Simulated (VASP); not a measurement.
A VASP calculation is set up with these files.

POSCAR:
```
Be
1.0
  1.0818912537  -1.8738904276   0.0000000000
  1.0818912537   1.8738904276   0.0000000000
  0.0000000000   0.0000000000   3.4282897341
Be
2
direct
  0.3333330000   0.6666670000   0.2500000000
  0.6666670000   0.3333330000   0.7500000000
```

INCAR:
```
! general
SYSTEM   =  Be
PREC     =  Accurate
ENCUT    =  500
LREAL    =  .False.
LASPH    =  .True.

! electronic loop
EDIFF    =  1E-6
NELM     =  100
ALGO     =  Normal

! smearing
ISMEAR   =  1
SIGMA    =  0.1

! functional
GGA      =  PE

! ions
IBRION   =  2
NSW      =  40
ISIF     =  3
EDIFFG   =  -0.02
PSTRESS  =  200

! output
LWAVE    =  .False.
LCHARG   =  .False.
```

File KPOINTS:
```
Regular mesh
0
Gamma
  19 19 11
0 0 0
```

POTCAR, in this order: Be (PBE.64 set). Program: vasp_std.

Problem. Translate this PBE calculation to Ansatz.

Solution. One equivalent input (not run):
Ansatz 0.2 input:
```yaml
crystal:
  lattice:
    - [1.0818913, -1.8738904, 0.0000000]
    - [1.0818913, 1.8738904, 0.0000000]
    - [0.0000000, 0.0000000, 3.4282897]
  atoms:
    - { symbol: Be, position: [0.3333330, 0.6666670, 0.2500000] }
    - { symbol: Be, position: [0.6666670, 0.3333330, 0.7500000] }
kpoints:
  mp_grid: { grid: [19, 19, 11] }
hamiltonian:
  xc: pbe
  pseudopotentials: { kind: paw }
scf:
  occupations: { method: methfessel_paxton, width: 0.1 }
  max_iter: 100
relax:
  max_steps: 40
  f_tol: 0.02
  cell: { p_target: 20 }
output: { forces: true, stress: true, eigenvalues: true }
```
Limits of the translation: each code has its own PAW files, so the cut-off isn't converted (ENCUT is set for VASP's; basis.ecutwfc is left out, and Ansatz then takes the one that its files recommend); Ansatz stops its SCF on the density residual and VASP on the energy change (EDIFF).

The compound is Be in the hcp structure. It was relaxed first under an external pressure of 20 GPa.
